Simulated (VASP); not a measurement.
A cell of Pt3Ti (L1_2) near equilibrium:

```
Pt3Ti
1.0
    3.89787     0.00000     0.00000
    0.00000     3.89787     0.00000
    0.00000     0.00000     3.89787
Ti Pt
1 3
Direct
  0.00000   0.00000   0.00000
  0.00000   0.50000   0.50000
  0.50000   0.00000   0.50000
  0.50000   0.50000   0.00000
```

Level of theory: PBEsol GGA, VASP's PBE PAW potentials (set 64) (plane waves; VASP 6.6.1).

```tsv
run	ΔE (meV/atom)	σxx	σyy	σzz	largest shear component, with its sign (GPa)	largest force (eV/Å)
as it is	0.0	0.06	0.06	0.06	0.00	0.000
after one change	23.6	1.76	2.26	1.76	0.00	0.997
```
Stress is in GPa, positive when the cell is compressed.

Task: What was changed between the two runs?
A) biaxial strain of +0.5 % in the yz plane
B) isotropic strain of -1.0 %
C) atom 1 (Ti) moved by -0.200 Å along y
D) isotropic strain of -4.0 %

Result: C, atom 1 (Ti) moved by -0.200 Å along y

The compound is Pt3Ti in the L1_2 structure.
